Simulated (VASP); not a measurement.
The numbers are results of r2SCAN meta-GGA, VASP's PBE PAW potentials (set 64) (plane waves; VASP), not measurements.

Input for VASP

### KPOINTS
```
K-points
0
Gamma
  13 13 13
0 0 0
```

File POSCAR:
```
LiF
3.979350
  0.0000000000   0.4999999528   0.4999999528
  0.4999999528   0.0000000000   0.4999999528
  0.4999999528   0.4999999528   0.0000000000
Li F
1 1
Cart
  0.0000000000   0.0000000000   0.0000000000
  0.4999999528   0.4999999528   0.4999999528
```

### INCAR
```
# general
SYSTEM   =  LiF
PREC     =  Accurate
ENCUT    =  520
LREAL    =  F
LASPH    =  T

# electronic loop
EDIFF    =  1E-7
NELM     =  100
ALGO     =  Normal
LMIXTAU  =  T

# smearing
ISMEAR   =  -5

# functional
METAGGA  =  R2SCAN

# ions
ISIF     =  2

# output
LWAVE    =  F
LCHARG   =  F
LORBIT   =  11
NEDOS    =  601
```

KPOINTS_OPT:
```
k-points along high-symmetry lines
10
Line-mode
Reciprocal
  0.000000   0.000000   0.000000 ! GAMMA
  0.500000   0.000000   0.500000 ! X

  0.500000   0.000000   0.500000 ! X
  0.625000   0.250000   0.625000 ! U

  0.375000   0.375000   0.750000 ! K
  0.000000   0.000000   0.000000 ! GAMMA

  0.000000   0.000000   0.000000 ! GAMMA
  0.500000   0.500000   0.500000 ! L

  0.500000   0.500000   0.500000 ! L
  0.500000   0.250000   0.750000 ! W

  0.500000   0.250000   0.750000 ! W
  0.500000   0.000000   0.500000 ! X
```

POTCAR, in this order: Li_sv F (PBE.64 set). Program: vasp_std.

What VASP printed:

### OSZICAR
```
       N       E                     dE             d eps       ncg     rms          rms(c)
DAV:   1     0.238547730351E+02    0.23855E+02   -0.57649E+03  1648   0.115E+03
DAV:   2    -0.141281955718E+02   -0.37983E+02   -0.37624E+02  1715   0.213E+02
DAV:   3    -0.149640314374E+02   -0.83584E+00   -0.83441E+00  2039   0.298E+01
DAV:   4    -0.149731537183E+02   -0.91223E-02   -0.91188E-02  2139   0.286E+00
DAV:   5    -0.149731770731E+02   -0.23355E-04   -0.23355E-04  2059   0.115E-01    0.389E+00
DAV:   6    -0.118728355740E+02    0.31003E+01   -0.46733E-01  2022   0.702E+00    0.188E+00
DAV:   7    -0.130212093126E+02   -0.11484E+01   -0.32241E+00  1701   0.159E+01    0.291E+00
DAV:   8    -0.119928053890E+02    0.10284E+01   -0.44820E-01  1567   0.652E+00    0.138E+00
DAV:   9    -0.117578167313E+02    0.23499E+00   -0.51816E-01  1521   0.741E+00    0.107E+00
DAV:  10    -0.118977042647E+02   -0.13989E+00   -0.22618E-01  1512   0.539E+00    0.722E-02
DAV:  11    -0.119025593463E+02   -0.48551E-02   -0.33278E-03  1520   0.904E-01    0.845E-02
DAV:  12    -0.119025079395E+02    0.51407E-04   -0.31156E-03  1586   0.646E-01    0.923E-02
DAV:  13    -0.119028092740E+02   -0.30133E-03   -0.11384E-03  1536   0.427E-01    0.132E-02
DAV:  14    -0.119030028194E+02   -0.19355E-03   -0.77584E-05  1528   0.135E-01    0.240E-03
DAV:  15    -0.119030023302E+02    0.48930E-06   -0.94765E-07  2117   0.138E-02    0.233E-03
DAV:  16    -0.119030048129E+02   -0.24828E-05   -0.37094E-07  1613   0.759E-03    0.502E-04
DAV:  17    -0.119030038887E+02    0.92419E-06   -0.96799E-08  1555   0.466E-03    0.957E-05
DAV:  18    -0.119030044735E+02   -0.58475E-06   -0.72335E-09   843   0.120E-03    0.311E-05
DAV:  19    -0.119030043584E+02    0.11501E-06   -0.65263E-10   776   0.427E-04    0.372E-05
DAV:  20    -0.119030044526E+02   -0.94155E-07   -0.23547E-10   762   0.224E-04
   1 F= -.11903004E+02 E0= -.11903004E+02  d E =0.000000E+00
       N       E                     dE             ncg
```

File OUTCAR:
```
------------------------ aborting loop because EDIFF is reached ----------------------------------------
  FORCE on cell =-STRESS in cart. coord.  units (eV):
  Direction    XX          YY          ZZ          XY          YZ          ZX
  --------------------------------------------------------------------------------------
  Total       -0.0042621     -0.0042621     -0.0042621      0.0000000     -0.0000000      0.0000000
  in kB       -0.4334644     -0.4334644     -0.4334644      0.0000000     -0.0000000      0.0000000
  external PRESSURE =      -0.4334644 kB  Pullay stress =       0.0000000 kB
  volume of cell :       15.75
      direct lattice vectors                 reciprocal lattice vectors
     0.000000000  1.989674812  1.989674812    -0.251297346  0.251297346  0.251297346
     1.989674812  0.000000000  1.989674812     0.251297346 -0.251297346  0.251297346
     1.989674812  1.989674812  0.000000000     0.251297346  0.251297346 -0.251297346
  FREE ENERGIE OF THE ION-ELECTRON SYSTEM (eV)
  ---------------------------------------------------
  free  energy   TOTEN  =       -11.9030044526 eV

  energy  without entropy=      -11.9030044526  energy(sigma->0) =      -11.90300445

 total charge

# of ion       s       p       d       tot
------------------------------------------
    1        2.015   0.017   0.000   2.031
    2        1.733   4.443   0.000   6.176
--------------------------------------------------
tot          3.747   4.460   0.000   8.207
```
(Selected blocks of OUTCAR.)

The compound is LiF in the rock salt structure. It was relaxed first.
